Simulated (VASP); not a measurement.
# GaGe (F-43m) in VASP: notebook, part 2 of 2

VASP 6.6.1. Earlier steps stand in the parts before.

## Step 5: Single point, r2SCAN

File INCAR:

```
SYSTEM = GaGe
PREC = Accurate ; ENCUT = 400
EDIFF = 1E-6 ; ISMEAR = -1
SIGMA = 0.1 ; LREAL = .False.
LASPH = .True. ; NELM = 100
ALGO = Normal ; ISIF = 2
LWAVE = .False. ; LCHARG = .False.
METAGGA = R2SCAN ; LMIXTAU = .True.
NBANDS = 10 ; ADDGRID = .False.
```

File KPOINTS:

```
regular mesh
0
Gamma
  5 5 5
  0 0 0
```

File POSCAR:

```
GaGe
1.0
    0.0000000000      2.8978440000      2.8978440000
    2.8978440000      0.0000000000      2.8978440000
    2.8978440000      2.8978440000      0.0000000000
Ge Ga
1 1
Direct
    0.0000000000      0.0000000000      0.0000000000
    0.2500000000      0.2500000000      0.2500000000
```

Potentials or basis: VASP PAW PBE potentials, release 64 (Ge, Ga).

Command:

```console
$ cat potpaw_PBE.64/Ge/POTCAR potpaw_PBE.64/Ga/POTCAR > POTCAR
$ mpirun -np 1 vasp_std > vasp.out
```

OUTCAR:

```text
SYSTEM = GaGe
   PREC = Accurate
   ENCUT = 400
   EDIFF = 1E-6
   ISMEAR = -1
   LREAL = .False.
   LASPH = .True.
   NELM = 100
   ISIF = 2
   METAGGA = R2SCAN

 Found     10 irreducible k-points:

 Following reciprocal coordinates:
            Coordinates               Weight
  0.000000  0.000000  0.000000      1.000000
  0.200000  0.000000  0.000000      8.000000
  0.400000  0.000000  0.000000      8.000000
  0.200000  0.200000  0.000000      6.000000
  0.400000  0.200000  0.000000     24.000000
[... 154 lines left out ...]
------------------------ aborting loop because EDIFF is reached ----------------------------------------

  FORCE on cell =-STRESS in cart. coord.  units (eV):
  Direction    XX          YY          ZZ          XY          YZ          ZX
  --------------------------------------------------------------------------------------
  -------------------------------------------------------------------------------------
  Total       -0.7175188     -0.7175188     -0.7175188     -0.0000000      0.0000000      0.0000000
  in kB      -23.6204863    -23.6204863    -23.6204863     -0.0000000      0.0000000      0.0000000
  external PRESSURE =     -23.6204863 kB  Pullay stress =       0.0000000 kB

 VOLUME and BASIS-vectors are now :
 -----------------------------------------------------------------------------
  energy-cutoff  :      400.00
  volume of cell :       48.67
      direct lattice vectors                 reciprocal lattice vectors
     0.000000000  2.897844000  2.897844000    -0.172542069  0.172542069  0.172542069
     2.897844000  0.000000000  2.897844000     0.172542069 -0.172542069  0.172542069
     2.897844000  2.897844000  0.000000000     0.172542069  0.172542069 -0.172542069

 POSITION                                       TOTAL-FORCE (eV/Angst)
 -----------------------------------------------------------------------------------
      0.00000      0.00000      0.00000        -0.000000      0.000000      0.000000
      1.44892      1.44892      1.44892         0.000000     -0.000000     -0.000000
 -----------------------------------------------------------------------------------
    total drift:                                0.000000      0.000000      0.000000

  FREE ENERGIE OF THE ION-ELECTRON SYSTEM (eV)
  ---------------------------------------------------
  free  energy   TOTEN  =       -24.9999269697 eV

  energy  without entropy=      -24.9670267360  energy(sigma->0) =      -24.98347685
```

OSZICAR:

```text
N       E                     dE             d eps       ncg     rms          rms(c)
DAV:   1    -0.107007403127E+02   -0.10701E+02   -0.23468E+03   200   0.446E+02
DAV:   2    -0.252221085392E+02   -0.14521E+02   -0.14231E+02   294   0.665E+01
DAV:   3    -0.256025031214E+02   -0.38039E+00   -0.37886E+00   244   0.106E+01
DAV:   4    -0.256037786036E+02   -0.12755E-02   -0.12754E-02   244   0.599E-01
DAV:   5    -0.256037795886E+02   -0.98497E-06   -0.98497E-06   224   0.183E-02    0.298E+00
DAV:   6    -0.249416719887E+02    0.66211E+00   -0.17481E-01   200   0.261E+00    0.197E+00
DAV:   7    -0.250343632204E+02   -0.92691E-01   -0.10961E-01   200   0.203E+00    0.210E-01
DAV:   8    -0.249611451766E+02    0.73218E-01   -0.94280E-02   200   0.195E+00    0.223E-01
DAV:   9    -0.249860248268E+02   -0.24880E-01   -0.49802E-03   204   0.444E-01    0.821E-02
DAV:  10    -0.249982284350E+02   -0.12204E-01   -0.55045E-03   200   0.574E-01    0.337E-02
DAV:  11    -0.249992059771E+02   -0.97754E-03   -0.14136E-04   226   0.837E-02    0.212E-02
DAV:  12    -0.249996873121E+02   -0.48134E-03   -0.35644E-04   200   0.141E-01    0.123E-02
DAV:  13    -0.249998717543E+02   -0.18444E-03   -0.72040E-05   208   0.624E-02    0.552E-03
DAV:  14    -0.249999086402E+02   -0.36886E-04   -0.63764E-06   212   0.182E-02    0.327E-03
DAV:  15    -0.249999213522E+02   -0.12712E-04   -0.32308E-06   210   0.119E-02    0.158E-03
DAV:  16    -0.249999268251E+02   -0.54728E-05   -0.30655E-06   202   0.132E-02    0.565E-04
DAV:  17    -0.249999269697E+02   -0.14463E-06   -0.12742E-07   114   0.261E-03
   1 F= -.24999927E+02 E0= -.24983477E+02  d E =-.329002E-01
```

Wall time 20 s (1 thread of Intel Xeon Platinum 8488C (Sapphire Rapids), shared host); peak memory 0.15 GiB.

These settings aren't checked as converged: the numbers below hold their error.

Results:

```yaml
Free_energy: -24.9999 eV
Pressure: -2.4 GPa
Band_gap_on_the_k_mesh: none (metal or under the smearing width)
```

Caveat: the k mesh is coarse (spacing up to 0.38 Å⁻¹), so the values aren't converged; the PAW data sets were made with another functional, which shifts forces and pressure a little.

## Step 6: Single point, r2SCAN

Changes to INCAR since step 5:

```diff
@@ -1,3 +1,3 @@
 SYSTEM = GaGe
-PREC = Accurate ; ENCUT = 400
+PREC = Accurate ; ENCUT = 700
 EDIFF = 1E-6 ; ISMEAR = -1
```

File KPOINTS:

```
regular mesh
0
Gamma
  4 4 4
  0 0 0
```

POSCAR is that of step 5.

Potentials or basis: VASP PAW PBE potentials, release 64 (Ge, Ga).

Command:

```console
$ cat potpaw_PBE.64/Ge/POTCAR potpaw_PBE.64/Ga/POTCAR > POTCAR
$ mpirun -np 1 vasp_std > vasp.out
```

OUTCAR:

```text
SYSTEM = GaGe
   PREC = Accurate
   ENCUT = 700
   EDIFF = 1E-6
   ISMEAR = -1
   LREAL = .False.
   LASPH = .True.
   NELM = 100
   ISIF = 2
   METAGGA = R2SCAN

 Found      8 irreducible k-points:

 Following reciprocal coordinates:
            Coordinates               Weight
  0.000000  0.000000  0.000000      1.000000
  0.250000  0.000000  0.000000      8.000000
  0.500000  0.000000  0.000000      4.000000
  0.250000  0.250000  0.000000      6.000000
  0.500000  0.250000  0.000000     24.000000
 -0.250000  0.250000  0.000000     12.000000
   k-points           NKPTS =      8   k-points in BZ     NKDIM =      8   number of bands    NBANDS=     10
   number of dos      NEDOS =    301   number of ions     NIONS =      2
   total plane-waves  NPLWV =  46656
   dimension x,y,z NGX =    36 NGY =   36 NGZ =   36
   dimension x,y,z NGXF=    72 NGYF=   72 NGZF=   72
   ions per type =               1   1
   NGX,Y,Z   is equivalent  to a cutoff of  14.60, 14.60, 14.60 a.u.
   NGXF,Y,Z  is equivalent  to a cutoff of  29.21, 29.21, 29.21 a.u.
 SYSTEM =  GaGe
   PREC   = accura    normal or accurate (medium, high low for compatibility)
   ISTART =      0    job   : 0-new  1-cont  2-samecut
   ICHARG =      2    charge: 1-file 2-atom 10-const
   ISPIN  =      1    spin polarized calculation?
   LNONCOLLINEAR =      F non collinear calculations
   LSORBIT =      F    spin-orbit coupling
   LASPH  =      T    aspherical Exc in radial PAW
   ENCUT  =  700.0 eV  51.45 Ry    7.17 a.u.   8.84  8.84  8.84*2*pi/ulx,y,z
   NELM   =    100;   NELMIN=  2; NELMDL= -5     # of ELM steps
   EDIFF  = 0.1E-05   stopping-criterion for ELM
   LREAL  =      F    real-space projection
   EDIFFG = 0.1E-04   stopping-criterion for IOM
   NSW    =      0    number of steps for IOM
   IBRION =     -1    ionic relax: 0-MD 1-quasi-New 2-CG
   NFREE  =      0    steps in history (QN), initial steepest desc. (CG)
   ISIF   =      2    stress and relaxation
   ISYM   =      2    0-nonsym 1-usesym 2-fastsym
   POTIM  = 0.5000    time-step for ionic-motion
   TEBEG  =    0.0;   TEEND  =   0.0 temperature during run
   PSTRESS=    0.0 pullay stress
   NELECT =       7.0000    total number of electrons
   NUPDOWN=      -1.0000    fix difference up-down
   EMIN   =  10.00;   EMAX   =-10.00  energy-range for DOS
   EFERMI =   0.00;   METHOD = LEGACY
   ISMEAR =    -1;   SIGMA  =   0.10  broadening in eV -4-tet -1-fermi 0-gaus
   EFERMI_NEDOS =   21; number of points for ismear=-14 and -15
   IALGO  =     38    algorithm
   IMIX   =      4    mixing-type and parameters
     AMIX     =   0.40;   BMIX     =  1.00
     AMIX_MAG =   1.60;   BMIX_MAG =  1.00
  volume/ion in A,a.u.               =      24.33       164.22
  Fermi-wavevector in a.u.,A,eV,Ry     =   0.857740  1.620894 10.010058  0.735719
  Thomas-Fermi vector in A             =   1.974840
   LORBIT       =      0    0 simple, 1 ext, 2 COOP (PROOUT), +10 PAW based schemes
   METAGGA = R2SCAN    functional components
   LHFCALC =     F    Hartree Fock is set to
   AEXX    =    0.0000 exact exchange contribution
   IVDW    =     0    specifies the selected vdW correction
   LEPSILON=     F    determine dielectric tensor
   LRPA    =     F    only Hartree local field effects (RPA)
 non-spin polarized calculation
  energy-cutoff  :      700.00
  volume of cell :       48.67
 maximum number of plane-waves:      2085
   NGX = 17   NGY = 17   NGZ = 17

 number of electron       7.0000000 magnetization

 Free energy of the ion-electron system (eV)
  ---------------------------------------------------
  ext. energy  EPLUGINS =         0.00000000
  ---------------------------------------------------
  free energy    TOTEN  =       -24.96485788 eV

  energy without entropy =      -24.92395575  energy(sigma->0) =      -24.94440682

 E-fermi :   1.4317     XC(G=0):  -9.1403

 val. band max:        0.9115688520   @ k =   0.2500   0.2500   0.0000
 cond. band min:       1.4562464516   @ k =  -0.2500   0.2500   0.0000
 fundamental gap:      0.5446775995
 Fermi energy:         1.4317286823

 k-point     1 :       0.0000    0.0000    0.0000
  band No.  band energies     occupation
      1      -9.7887      2.00000
      2       2.9296      0.00000
      3       2.9296      0.00000
      4       2.9296      0.00000
      5       3.7862      0.00000
      6       5.8074      0.00000
      7       5.8074      0.00000
      8       5.8074      0.00000
      9       9.6125      0.00000
     10      12.2603      0.00000

 k-point     2 :       0.2500    0.0000    0.0000
  band No.  band energies     occupation
      1      -9.0607      2.00000
      2      -1.5149      2.00000
      3       2.0790      0.00309
      4       2.0790      0.00309
      5       4.1047      0.00000
      6       6.8244      0.00000
      7       6.8244      0.00000
      8       8.8556      0.00000
      9      11.0150      0.00000
     10      11.1866      0.00000

 k-point     3 :       0.5000    0.0000    0.0000
  band No.  band energies     occupation
      1      -7.7843      2.00000
      2      -4.3596      2.00000
      3       1.5571      0.44405
      4       1.5571      0.44405
      5       3.6274      0.00000
      6       6.8496      0.00000
      7       6.8496      0.00000
      8       9.9914      0.00000
      9      13.3923      0.00000
     10      14.2184      0.00000

 k-point     4 :       0.2500    0.2500    0.0000
  band No.  band energies     occupation
      1      -8.8007      2.00000
      2      -1.3791      2.00000
      3       0.9116      1.98904
      4       0.9116      1.98904
      5       4.1840      0.00000
      6       5.9260      0.00000
      7       9.0738      0.00000
      8       9.0738      0.00000
      9      10.1787      0.00000
     10      13.2787      0.00000

 k-point     5 :       0.5000    0.2500    0.0000
  band No.  band energies     occupation
      1      -7.4199      2.00000
      2      -3.9852      2.00000
      3      -0.7623      2.00000
      4       0.5417      1.99973
      5       4.5631      0.00000
      6       7.3646      0.00000
      7       8.6245      0.00000
      8       9.3546      0.00000
      9      13.0493      0.00000
     10      14.2940      0.00000

 k-point     6 :      -0.2500    0.2500    0.0000
  band No.  band energies     occupation
      1      -7.9682      2.00000
      2      -3.1922      2.00000
      3      -0.9218      2.00000
      4       1.4562      0.87802
      5       5.2217      0.00000
      6       7.9735      0.00000
      7       8.2530      0.00000
      8       8.4525      0.00000
      9      10.5444      0.00000
     10      12.6348      0.00000

 [... further k-points ...]

------------------------ aborting loop because EDIFF is reached ----------------------------------------

  FORCE on cell =-STRESS in cart. coord.  units (eV):
  Direction    XX          YY          ZZ          XY          YZ          ZX
  --------------------------------------------------------------------------------------
  -------------------------------------------------------------------------------------
  Total       -0.7884279     -0.7884279     -0.7884279     -0.0000000     -0.0000000      0.0000000
  in kB      -25.9547942    -25.9547942    -25.9547942     -0.0000000     -0.0000000      0.0000000
  external PRESSURE =     -25.9547942 kB  Pullay stress =       0.0000000 kB

 VOLUME and BASIS-vectors are now :
 -----------------------------------------------------------------------------
  energy-cutoff  :      700.00
  volume of cell :       48.67
      direct lattice vectors                 reciprocal lattice vectors
     0.000000000  2.897844000  2.897844000    -0.172542069  0.172542069  0.172542069
     2.897844000  0.000000000  2.897844000     0.172542069 -0.172542069  0.172542069
     2.897844000  2.897844000  0.000000000     0.172542069  0.172542069 -0.172542069

 POSITION                                       TOTAL-FORCE (eV/Angst)
 -----------------------------------------------------------------------------------
      0.00000      0.00000      0.00000         0.000000      0.000000      0.000000
      1.44892      1.44892      1.44892        -0.000000     -0.000000     -0.000000
 -----------------------------------------------------------------------------------
    total drift:                                0.000000      0.000000      0.000000

  FREE ENERGIE OF THE ION-ELECTRON SYSTEM (eV)
  ---------------------------------------------------
  free  energy   TOTEN  =       -24.9648578836 eV

  energy  without entropy=      -24.9239557497  energy(sigma->0) =      -24.94440682
```

stdout:

```text
POSCAR found type information on POSCAR GeGa
 POSCAR found :  2 types and       2 ions
 scaLAPACK will be used
 -----------------------------------------------------------------------------
|                                                                             |
|                                                                             |
|     You enforced a specific xc type in the INCAR file but a different       |
|     I HOPE YOU KNOW WHAT YOU ARE DOING!                                     |
|                                                                             |
 -----------------------------------------------------------------------------

 LDA part: xc-table for (None), standard interpolation
 POSCAR, INCAR and KPOINTS ok, starting setup
 FFT: planning ... GRIDC
 FFT: planning ... GRID_SOFT
 FFT: planning ... GRID
 WAVECAR not read
 entering main loop
```

It took 28 s on 1 thread of Intel Xeon Platinum 8488C (Sapphire Rapids), shared host; peak memory 0.21 GiB.

These settings aren't checked as converged: the numbers below hold their error.

Results:

```yaml
Free_energy: -24.9649 eV
Pressure: -2.6 GPa
Band_gap_on_the_k_mesh: none (metal or under the smearing width)
```

Caveat: the k mesh is coarse (spacing up to 0.47 Å⁻¹), so the values aren't converged; the PAW data sets were made with another functional, which shifts forces and pressure a little.
